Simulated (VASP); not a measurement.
Crystal: F2, in a box.

```
CELL_PARAMETERS angstrom
11.85123 0.00000 0.00000
0.00000 12.35123 0.00000
0.00000 0.00000 12.85123
ATOMIC_POSITIONS crystal
F 0.51282 0.55875 0.49122
F 0.48681 0.44780 0.50903
```

Base run:

```yaml
Program: VASP 6.6.1
Functional: RPBE
Dispersion: D3(BJ)
Potentials_or_basis: VASP PAW PBE potentials, release 64 (F)
Cutoff: 400 eV
k_mesh: 1 × 1 × 1
Occupations: gaussian, width 0.01 eV
Spin: no spin polarisation
```

Its results: gap between the frontier levels 3.51 eV; largest force 0.322 eV/Å.

The run is repeated on the same cell with these changes: functional from RPBE to PBE; cutoff from 400 eV to 520 eV. What comes out?

Gap between the frontier levels 3.42 eV; largest force 0.046 eV/Å.

Caveats: the PAW data sets were made with another functional, which shifts forces and pressure a little (some runs).

A k mesh can miss the band edges.

Not every run made on this cell is shown here.
